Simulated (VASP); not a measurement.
Input:

```yaml
crystal:
  lattice:
    - [0.00000, 2.93426, 2.93426]
    - [2.93426, 0.00000, 2.93426]
    - [2.93426, 2.93426, 0.00000]
  atoms:
    - { symbol: Cd, position: [0.00000, 0.00000, 0.00000] }
    - { symbol: S, position: [0.25000, 0.25000, 0.25000] }
```

Calculation: PBE GGA, VASP's PBE PAW potentials (set 64) (plane waves; VASP). Numerical set-up: 480 eV cut-off, 8×8×8 Γ-centred mesh, Gaussian smearing of 0.050 eV, potentials Cd S.

What does the run give for the energy per atom (σ→0), pressure, band gap (on the k-mesh) with the smallest direct gap where there is one?

```yaml
band gap (on the k-mesh): 1.11 eV
smallest direct gap (on the k-mesh): 1.11 eV
energy per atom (σ→0): -3068 meV/atom
pressure: 1.99 GPa
```

Only differences to runs with the same potentials and settings are physical.

The compound is CdS in the zinc blende structure, a metastable form; wurtzite is the usual one. It was relaxed first under an external pressure of 2 GPa.
